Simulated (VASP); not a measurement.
Energy against volume of W (bcc). Calculation: optB86b-vdW, VASP's PBE PAW potentials (set 64) (plane waves; VASP 6.6.1). Settings: 520 eV cut-off, 16×16×16 Γ-centred mesh, first-order Methfessel-Paxton smearing of 0.10 eV, potentials W_sv.

```tsv
V (Å³/atom)	E (eV/atom)
14.998	-10.05389
15.477	-10.10025
15.955	-10.11348
16.434	-10.09837
```

Question: Fit these four points and predict the energy of the run at 16.913 Å³/atom.

Answer: A cubic in V^(−2/3), the third-order Birch-Murnaghan form, passes through the four points with V0 = 15.93 Å³/atom and B0 = 318 GPa, and gives -10.0589 eV/atom there. The run gave -10.0594 eV/atom, -0.4 meV/atom from the fit; all five points give B0 = 317 GPa.

The compound is W in the bcc structure. It was relaxed first.
